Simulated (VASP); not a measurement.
Data:

```xyz
6
Lattice="-2.7884 2.7884 4.9295 2.7884 -2.7884 4.9295 2.7884 2.7884 -4.9295" Properties=species:S:1:pos:R:3 pbc="T T T"
Zn     0.0000     2.7884     2.4648
Zn     0.0000     0.0000     0.0000
Cl     1.3942     1.2950    -1.2324
Cl     1.2950     4.1825     1.2324
Cl     1.3942     1.4934     3.6972
Cl     1.4934    -1.3942     6.1619
```

Level of theory: PBEsol GGA with spin-orbit coupling, VASP's PBE PAW potentials (set 64) (plane waves; VASP). Numerical set-up: 400 eV cut-off, 5×5×5 Γ-centred mesh, Gaussian smearing of 0.050 eV, potentials Zn Cl.

Predict the energy per atom (σ→0), band gap (over mesh and band path) with the smallest direct gap where there is one.

```
Quantity                                                Value
---------------------------------------------  --------------
band gap (over mesh and band path)                    4.03 eV
smallest direct gap (over mesh and band path)         4.03 eV
energy per atom (σ→0)                          -2.979 eV/atom
```

Total energies compare only between runs with the same potentials, cut-off and functional.

The structure comes from a computed database's ZnCl2 entry (I-42d); how it stands against other phases isn't given here. It was relaxed first.
